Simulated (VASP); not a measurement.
Given:

```xyz
2
Lattice="0.0000 2.9176 2.9176 2.9176 0.0000 2.9176 2.9176 2.9176 0.0000" Properties=species:S:1:pos:R:3 pbc="T T T"
Al     0.0000     0.0000     0.0000
As     1.4588     1.4588     1.4588
```

Method: vdW-DF2, VASP's PBE PAW potentials (set 64) (plane waves; VASP). Settings: 520 eV cut-off, 9×9×9 Γ-centred mesh, tetrahedra with Blöchl corrections, potentials Al As.

Problem. What does the run give for the energy per atom (σ→0), band gap (on the k-mesh) with the smallest direct gap where there is one?

Solution. 
band gap (on the k-mesh): 1.25 eV
smallest direct gap (on the k-mesh): 1.25 eV
energy per atom (σ→0): -2.874 eV/atom

The absolute energy has meaning only against runs of the same code, potentials and settings.

The compound is AlAs in the zinc blende structure. It was relaxed first, which changed the volume by +10 %.
